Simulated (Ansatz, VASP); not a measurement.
**BP in two plane-wave programs**

One calculation is typed for both programs; each brings its own data sets. How far apart do they land? The cell is taken from a series of runs on this material, whose earlier steps may have relaxed, scaled, displaced or heated it; both programs get it as it stands.

Program: Ansatz 0.2.0. Level of theory: plane waves, with VASP 6.6.1 beside it; single point at LDA. Results are calculated unless marked as measured.

## 1. Set-up

The structure is cubic, space group F-43m (No. 216). The conventional cell has a = 4.561 Å, b = 4.561 Å, c = 4.561 Å, α = 90.00°, β = 90.00°, γ = 90.00°. Nearest to B lie 4 P at 1.97 Å. P has 4 B at 1.97 Å nearest. Farther neighbours are not listed.

As a file:

```cif
data_structure
_symmetry_space_group_name_H-M 'P 1'
_symmetry_Int_Tables_number 1
_cell_length_a 3.2249
_cell_length_b 3.2249
_cell_length_c 3.2249
_cell_angle_alpha 60.000
_cell_angle_beta 60.000
_cell_angle_gamma 60.000
_cell_volume 23.72
loop_
_atom_site_label
_atom_site_type_symbol
_atom_site_fract_x
_atom_site_fract_y
_atom_site_fract_z
_atom_site_occupancy
B1 B 0.00000 0.00000 0.00000 1
P2 P 0.75000 0.75000 0.75000 1
```

## 2. Ansatz: single point, LDA, pair 1

Ansatz runs on its default PAW (the set named soft_2) files.

With cell and atoms fixed, the geometry can't cause a difference; cores, projectors, grids and the points listed under the comparison can.

Contents of input.yaml:

```yaml
crystal:
  lattice:
    - [0.0, 2.280345, 2.280345]
    - [2.280345, 0.0, 2.280345]
    - [2.280345, 2.280345, 0.0]
  atoms:
    - { symbol: B, position: [0.0, 0.0, 0.0] }
    - { symbol: P, position: [0.75, 0.75, 0.75] }
kpoints:
  mp_grid: { grid: [8, 8, 8] }
hamiltonian:
  xc: lda
scf:
  occupations: { method: gaussian, width: 0.01 }
  n_extra_bands: 8
output:
  forces: true
  stress: true
  eigenvalues: true
  eigenstates:
    kpoints:
      - [0.0, 0.41258618, 0.41258618]
      - [0.41258618, 0.0, 0.41258618]
      - [0.41258618, 0.41258618, 0.0]
      - [0.0, 0.0, 0.0]
  write_potential: true
  volumetric_format: npy
```

On the command line:

```sh
$ ansatz run input.yaml --threads 2 --pin off --max-ram 5120MiB --backend cpu --events-out ev --progress --plain --runs-dir out
```

Numbers of over 12 decimals in the logs are rounded to 6 here.

The program printed:

```text
scf.n_extra_bands = 8 over 4 filled bands (N_el = 8.0): the run solves 12 bands
Engine: ansatz 0.2.0, aarch64-unknown-linux-gnu
Pseudopotentials: kind: paw
Pseudopotential: B, paw, valence charge 3, recommended cutoff 420 eV (normal), B.paw.azcp
Pseudopotential: P, paw, valence charge 5, recommended cutoff 420 eV (normal), P.paw.azcp
Functional definition: SPW92
  exchange = slater_x
  correlation = pw_c
Crystal: 2 atoms, lattice volume = 23.715 Å³
Basis set: ecut = 420 eV, 459 PW (Γ)
Bands: 12, of which v1, the nominal top of the filled ones, is band 4 counted from 1 (3 counted from 0)
Symmetry: 24 space group operations
Space group: F-43m (ITA 216), of the structure as read, at distance tolerance 2.9e-5 Å
k-points: 29 of 512 (time reversal used)
Non-local potential: B, projectors of the file, l = 0: 2, l = 1: 2, l = 2: 1
Non-local potential: P, projectors of the file, l = 0: 2, l = 1: 2, l = 2: 2
PAW form: soft (Blöchl's): semilocal exchange-correlation on the pseudo side does not see the compensation charge
PAW frozen core: B, regenerated for the run's functional, and the local potential with it (the file was generated under x = pbe(κ = 0.804, μ = 0.219515), c = pbe(β = 0.066725))
PAW frozen core: P, regenerated for the run's functional, and the local potential with it (the file was generated under x = pbe(κ = 0.804, μ = 0.219515), c = pbe(β = 0.066725))
PAW one-centre angular grid: B, 110 points (default); XC on 64 Gauss nodes
PAW one-centre angular grid: P, 110 points (default); XC on 64 Gauss nodes
Initial density: superposition of atomic densities (neutral atoms: chi_scale 0, normalization atom), corrected by the library's trained network
Initial wavefunctions: pseudopotential atomic-orbital guess
Functional: x = slater, c = lda
SCF iter   1: F=—  HF=-876.610920 eV  |F-HF|=—  |Δ(HF+E_count)|=         —  Δρ=5.24e-3  dr2=5.42e-3  ethr=1.77e-3  ⟨swp⟩=6.3  Hψ=2721  notcnv=0
preconditioner: auto → none  [insulator: Δε(μ)=1.224 eV  Ē_g=16.889 eV  σ=0.010 eV  W_gap=1.00  n_scr=0 (ndim 8)  ℏωp=21.6 eV  f_vac=0.000  D(μ)=0.00/eV (n_scr^D=0)  ε∞_Penn≈2.6]
SCF iter   2: F=—  HF=-876.609864 eV  |F-HF|=—  |Δ(HF+E_count)|=   1.06e-3  Δρ=2.38e-3  dr2=9.01e-4  ethr=6.77e-5  ⟨swp⟩=2.1  Hψ=737  notcnv=0  defer=86
SCF iter   3: F=—  HF=-876.609653 eV  |F-HF|=—  |Δ(HF+E_count)|=   2.11e-4  Δρ=1.08e-3  dr2=1.34e-4  ethr=1.13e-5  ⟨swp⟩=3.0  Hψ=497  notcnv=0  defer=88
SCF iter   4: F=—  HF=-876.609633 eV  |F-HF|=—  |Δ(HF+E_count)|=   1.95e-5  Δρ=2.80e-4  dr2=1.12e-5  ethr=1.67e-6  ⟨swp⟩=1.0  Hψ=261  notcnv=0  defer=88
SCF iter   5: F=—  HF=-876.609632 eV  |F-HF|=—  |Δ(HF+E_count)|=   1.18e-6  Δρ=3.61e-5  dr2=2.80e-7  ethr=1.40e-7  ⟨swp⟩=1.6  Hψ=320  notcnv=0  defer=88
SCF iter   6: F=-876.609632 eV  HF=-876.609632 eV  |F-HF|=3.40e-10  |Δ(HF+E_count)|=   4.98e-8  Δρ=2.20e-6  dr2=8.31e-10  ethr=1.25e-9  ⟨swp⟩=12.3  Hψ=2241  notcnv=0
SCF 1 converged in 6 iterations: F = -876.609632 eV  dr2 = 8.31e-10
  greatest PAW one-centre occupation: 0.769 electrons in one spin orbital (limit 2), on the P atom at site 1 (counted from 0), in its partial waves of l = 0
NSCF: frozen V_eff on 4 k-points
SCF converged after 6 iterations
Free energy (F): -876.609632 eV
Harris-Foulkes:  -876.609632 eV  (|F-HF|=3.40e-10)
Internal energy: -876.609632 eV  (E = F + TS)
E sigma→0 (E₀):  -876.609632 eV
Fermi energy:    9.470171 eV
--- Per-component energies (eV) ---
  E_band       = 19.591510
  E_kinetic    = 121.301740
  E_local      = -71.165996  (includes V_loc(G=0)·N_el)
  E_nonlocal   = 46.780849
  E_hartree    = 17.155797
  E_xc         = -94.153779
  E_vxc        = -100.232078  (∫ρ·V_xc dr)
  E_paw        = -612.620266  (= ΣΔE_a)
  E_vpaw       = -11.404618  (= ΣTr[D̂ρ^β])
  E_aug_tail   = -0.000000  (compensation charges beyond the density's cutoff)
  E_ewald      = -284.071162
  E_core_change = 0.163186  (= ΣΔE_core)
  E_smearing   = -0.000000  (= −TS)
  E_closure    = 0.000000  (closes the sum)
  Σ components = -876.609632   (vs F -876.609632, Δ=0.00e0)
--- Forces (eV/Å), atoms counted from 1 ---
  atom   1  B     -0.00000000    -0.00000000    -0.00000000
  atom   2  P      0.00000000     0.00000000     0.00000000
  max |Σ_I F_I| component: 3.70e-16 eV/Å
--- Stress (GPa, compression-positive) ---
       -7.474943      -0.000000      -0.000000
        0.000000      -7.474943       0.000000
       -0.000000       0.000000      -7.474943
  P = ⅓ Tr σ = -7.4749 GPa (-74.749 kbar)
--- Band table (eV; the first three rows and the last of 29) ---
  k-point 0: bands = [-6.4102, 8.8544, 8.8544, 8.8544, 12.2077, 12.2077, 12.2077, 15.9780, ... 4 higher]
  k-point 1: bands = [-6.1331, 7.0287, 8.4339, 8.4339, 12.7032, 12.7867, 12.7867, 16.7702, ... 4 higher]
  k-point 2: bands = [-5.3205, 4.0774, 7.7559, 7.7559, 12.7475, 13.5457, 13.5457, 18.1965, ... 4 higher]
  k-point 28: bands = [-1.3938, 0.9778, 3.2501, 3.4498, 14.0873, 15.4709, 15.9126, 16.2026, ... 4 higher]
```

The run ends at a pressure of -7.47 GPa.

## 3. VASP: single point, LDA, pair 1

The same cell, functional (in two slightly different forms), mesh and smearing now go to VASP, with its own data sets.

Lines of VASP's logs that name or quote its potential files are left out, and so is its time.

Contents of INCAR:

```
SYSTEM = BP
PREC = Accurate
ENCUT = 500
EDIFF = 1E-06
NELM = 120
ISMEAR = 0
SIGMA = 0.01
LREAL = .FALSE.
ALGO = Normal
GGA = PW92
NBANDS = 10
LORBIT = 11
LWAVE = .FALSE.
LCHARG = .FALSE.
ISIF = 2
LASPH = .TRUE.
GGA_COMPAT = .FALSE.
EFERMI = MIDGAP
```

Contents of POSCAR:

```
BP
1.0
    0.0000000000      2.2803450000      2.2803450000
    2.2803450000      0.0000000000      2.2803450000
    2.2803450000      2.2803450000      0.0000000000
B P
1 1
Direct
    0.0000000000      0.0000000000      0.0000000000
    0.7500000000      0.7500000000      0.7500000000
```

Contents of KPOINTS:

```
Automatic mesh
0
Gamma
8 8 8
0 0 0
```

Potentials, in the order of the species: B and P (LDA family, release 64).

On the command line:

```sh
$ mpirun -np 1 vasp_std
```

The program printed:

```text
[banner, memory and clock lines left out]
running    1 mpi-ranks, on    1 nodes
 distrk:  each k-point on    1 cores,    1 groups
 distr:  one band on    1 cores,    1 groups

 POSCAR found type information on POSCAR B P
 POSCAR found :  2 types and       2 ions
|                                                                             |
|               ----> ADVICE to this user running VASP <----                  |
|                                                                             |
|     You enforced a specific xc type in the INCAR file but a different       |
|     [... a line on the potential file left out ...]
|     I HOPE YOU KNOW WHAT YOU ARE DOING!                                     |
|                                                                             |

 LDA part: xc-table for (Slater(with rela. corr.)+PW92), standard interpolation
 POSCAR, INCAR and KPOINTS ok, starting setup
 FFT: planning ... GRIDC
 FFT: planning ... GRID_SOFT
 FFT: planning ... GRID
 WAVECAR not read
 entering main loop
       N       E                     dE             d eps       ncg     rms          rms(c)
DAV:   1     0.912840518141E+01    0.91284E+01   -0.40021E+03   580   0.702E+02
DAV:   2    -0.145615091937E+02   -0.23690E+02   -0.22628E+02   820   0.110E+02
DAV:   3    -0.151637289575E+02   -0.60222E+00   -0.60130E+00   690   0.167E+01
DAV:   4    -0.151662569737E+02   -0.25280E-02   -0.25278E-02   736   0.125E+00
DAV:   5    -0.151662677055E+02   -0.10732E-04   -0.10732E-04   670   0.765E-02    0.717E+00
DAV:   6    -0.144944602731E+02    0.67181E+00   -0.16227E+00   652   0.581E+00    0.380E+00
DAV:   7    -0.143868432129E+02    0.10762E+00   -0.24277E-01   732   0.264E+00    0.125E+00
DAV:   8    -0.143741655156E+02    0.12678E-01   -0.33465E-02   674   0.100E+00    0.224E-01
DAV:   9    -0.143741923776E+02   -0.26862E-04   -0.77129E-04   662   0.203E-01    0.143E-01
DAV:  10    -0.143741910593E+02    0.13183E-05   -0.14455E-04   654   0.722E-02    0.328E-02
DAV:  11    -0.143741931235E+02   -0.20642E-05   -0.49062E-06   760   0.128E-02    0.342E-02
DAV:  12    -0.143741927468E+02    0.37665E-06   -0.19155E-06   382   0.619E-03
   1 F= -.14374193E+02 E0= -.14374193E+02  d E =0.000000E+00
```

Parts of OUTCAR (step 3):

```text
ion  position               nearest neighbor table
   1  0.000  0.000  0.000-   2 1.97   2 1.97   2 1.97   2 1.97
   2  0.750  0.750  0.750-   1 1.97   1 1.97   1 1.97   1 1.97

  LATTYP: Found a face centered cubic cell.
 ALAT       =     4.5606900000

 Subroutine GETGRP returns: Found 24 space group operations
 (whereof 24 operations were pure point group operations)

The static configuration has the point symmetry T_d .

 Found     29 irreducible k-points:

   k-points           NKPTS =     29   k-points in BZ     NKDIM =     29   number of bands    NBANDS=     10

   dimension x,y,z NGX =    24 NGY =   24 NGZ =   24
   dimension x,y,z NGXF=    48 NGYF=   48 NGZF=   48

   ENCUT  =  500.0 eV  36.75 Ry    6.06 a.u.   5.88  5.88  5.88*2*pi/ulx,y,z

   NELECT =       8.0000    total number of electrons

 k-points in reciprocal lattice and weights: Automatic mesh
   0.00000000  0.00000000  0.00000000       0.002
   0.12500000  0.00000000  0.00000000       0.016
   0.25000000  0.00000000  0.00000000       0.016
   0.37500000  0.00000000  0.00000000       0.016
   0.50000000  0.00000000  0.00000000       0.008
   0.12500000  0.12500000  0.00000000       0.012
   0.25000000  0.12500000  0.00000000       0.047
   0.37500000  0.12500000  0.00000000       0.047
   0.50000000  0.12500000  0.00000000       0.047
[...]
-0.37500000  0.50000000  0.12500000       0.023
  -0.25000000  0.50000000  0.25000000       0.012

 average (electrostatic) potential at core
       1 -30.2160       2 -82.4472

 E-fermi :   7.8485

 k-point     1 :       0.0000    0.0000    0.0000
  band No.  band energies     occupation
      1      -8.0266      2.00000
      2       7.2305      2.00000
      3       7.2305      2.00000
      4       7.2305      2.00000
      5      10.5883      0.00000
      6      10.5883      0.00000
      7      10.5883      0.00000
      8      14.3731      0.00000
      9      18.3872      0.00000
    ...

 k-point     2 :       0.1250    0.0000    0.0000
  band No.  band energies     occupation
      1      -7.7493      2.00000
      2       5.4051      2.00000
      3       6.8099      2.00000
      4       6.8099      2.00000
      5      11.0897      0.00000
      6      11.1694      0.00000
      7      11.1694      0.00000
      8      15.1605      0.00000
      9      18.4337      0.00000
    ...

 k-point     3 :       0.2500    0.0000    0.0000
  band No.  band energies     occupation
      1      -6.9362      2.00000
      2       2.4551      2.00000
      3       6.1318      2.00000
      4       6.1318      2.00000
      5      11.1394      0.00000
      6      11.9322      0.00000
      7      11.9322      0.00000
      8      16.5821      0.00000
      9      18.1502      0.00000
    ...

  Total       -1.1428555     -1.1428555     -1.1428555     -0.0000000     -0.0000000     -0.0000000
  in kB      -77.2094077    -77.2094077    -77.2094077     -0.0000000     -0.0000000     -0.0000000
  external PRESSURE =     -77.2094077 kB  Pullay stress =       0.0000000 kB

  energy-cutoff  :      500.00
  volume of cell :       23.72
      direct lattice vectors                 reciprocal lattice vectors
     0.000000000  2.280345000  2.280345000    -0.219265067  0.219265067  0.219265067
     2.280345000  0.000000000  2.280345000     0.219265067 -0.219265067  0.219265067
     2.280345000  2.280345000  0.000000000     0.219265067  0.219265067 -0.219265067

 POSITION                                       TOTAL-FORCE (eV/Angst)
 -----------------------------------------------------------------------------------
      0.00000      0.00000      0.00000         0.000000      0.000000      0.000000
      3.42052      3.42052      3.42052        -0.000000     -0.000000     -0.000000
 -----------------------------------------------------------------------------------
    total drift:                               -0.000000     -0.000000     -0.000000

  FREE ENERGIE OF THE ION-ELECTRON SYSTEM (eV)
  ---------------------------------------------------
  free  energy   TOTEN  =       -14.3741927468 eV

  energy  without entropy=      -14.3741927468  energy(sigma->0) =      -14.37419275

 total charge
# of ion       s       p       d       tot
------------------------------------------
    1        0.657   1.263   0.000   1.920
    2        0.994   1.573   0.000   2.567
--------------------------------------------------
tot          1.651   2.836   0.000   4.487

[... 3 further parts left out ...]
```

The run ends at a pressure of -7.72 GPa.

## 4. Differences

Known differences besides the potentials themselves: the cutoff is 420 eV in Ansatz and 500 eV in VASP; VASP's log shows a relativistic correction to its local exchange, Ansatz's none. Total energies have different zeros and are not compared.

Both answers:

| quantity | Ansatz | VASP | difference |
| --- | --- | --- | --- |
| pressure (GPa) | -7.47 | -7.72 | +0.25 |
| gap on the k mesh (eV) | 1.232 | 1.236 | -0.004 |

A gap on the mesh is an upper bound, since the band edges may lie between its points.

## 5. Ansatz: single point, LDA, pair 2

A single point gives forces, pressure and levels at one fixed geometry, so differences don't come from the geometry; what else differs is listed under the comparison. The cell compared in this pair holds 23.01 Å³, against 23.72 Å³ for the pair before.

The cell is taken from a series of runs on this material, whose earlier steps may have relaxed, scaled, displaced or heated it; both programs get it as it stands.

input.yaml, as its differences from that of step 2:

```diff
@@ -2,5 +2,5 @@
   lattice:
-    - [0.0, 2.280345, 2.280345]
-    - [2.280345, 0.0, 2.280345]
-    - [2.280345, 2.280345, 0.0]
+    - [0.0, 2.257655, 2.257655]
+    - [2.257655, 0.0, 2.257655]
+    - [2.257655, 2.257655, 0.0]
   atoms:
```

On the command line:

```sh
$ ansatz run input.yaml --threads 2 --pin off --max-ram 5120MiB --backend cpu --events-out ev --progress --plain --runs-dir out
```

The program printed:

```text
[...]
Crystal: 2 atoms, lattice volume = 23.015 Å³
Basis set: ecut = 420 eV, 459 PW (Γ)
Bands: 12, of which v1, the nominal top of the filled ones, is band 4 counted from 1 (3 counted from 0)
Symmetry: 24 space group operations
[...]
k-points: 29 of 512 (time reversal used)
[...]
--- Band table (eV; the first three rows and the last of 29) ---
  k-point 0: bands = [-6.2675, 9.2615, 9.2615, 9.2615, 12.6609, 12.6609, 12.6609, 16.8417, ... 4 higher]
  k-point 1: bands = [-5.9835, 7.4055, 8.8304, 8.8304, 13.2002, 13.2548, 13.2548, 17.5841, ... 4 higher]
  k-point 2: bands = [-5.1494, 4.3950, 8.1380, 8.1380, 13.3020, 14.0172, 14.0172, 18.8798, ... 4 higher]
  k-point 28: bands = [-1.0702, 1.2638, 3.4871, 3.6857, 14.4915, 15.9481, 16.5046, 16.7865, ... 4 higher]
[key lines of the parts left out:]
SCF converged after 6 iterations
Free energy (F): -876.632375 eV
Fermi energy:    9.861915 eV
P = ⅓ Tr σ = -2.7995 GPa (-27.995 kbar)
```

The run ends at a pressure of -2.80 GPa.

## 6. VASP: single point, LDA, pair 2

The same cell, functional (in two slightly different forms), mesh and smearing now go to VASP, with its own data sets.

INCAR is that of step 3.

Contents of POSCAR:

```
BP
1.0
    0.0000000000      2.2576550000      2.2576550000
    2.2576550000      0.0000000000      2.2576550000
    2.2576550000      2.2576550000      0.0000000000
B P
1 1
Direct
    0.0000000000      0.0000000000      0.0000000000
    0.7500000000      0.7500000000      0.7500000000
```

KPOINTS is that of step 3.

On the command line:

```sh
$ mpirun -np 1 vasp_std
```

The program printed:

```text
[banner, memory and clock lines left out]
running    1 mpi-ranks, on    1 nodes
[...]
[... a notice as in an earlier step ...]

 LDA part: xc-table for (Slater(with rela. corr.)+PW92), standard interpolation
 POSCAR, INCAR and KPOINTS ok, starting setup
[...]
entering main loop
       N       E                     dE             d eps       ncg     rms          rms(c)
DAV:   1     0.851841561230E+01    0.85184E+01   -0.40494E+03   580   0.706E+02
DAV:   2    -0.147358841712E+02   -0.23254E+02   -0.22020E+02   798   0.111E+02
DAV:   3    -0.152578371940E+02   -0.52195E+00   -0.52150E+00   726   0.163E+01
DAV:   4    -0.152594379146E+02   -0.16007E-02   -0.16005E-02   716   0.103E+00
[...]
DAV:  10    -0.143977537279E+02    0.26224E-05   -0.14160E-04   654   0.717E-02    0.334E-02
DAV:  11    -0.143977557332E+02   -0.20053E-05   -0.58961E-06   728   0.134E-02    0.365E-02
DAV:  12    -0.143977553802E+02    0.35302E-06   -0.18834E-06   364   0.627E-03
   1 F= -.14397755E+02 E0= -.14397755E+02  d E =0.000000E+00
```

[end of part 1 of 2]

[Lines on the potential files, build, host, timing and source positions are cut from VASP's logs without a mark.]

[Logs are printed without paths, hosts, clocks, repeated set-up lines and the standing remarks that a program may print on its own settings, such as how far it seeks lower states.]

[Hosts, paths, dates, database ids (printed as entryN), source tags and the programs' standing remarks are cut or masked in the printed files.]
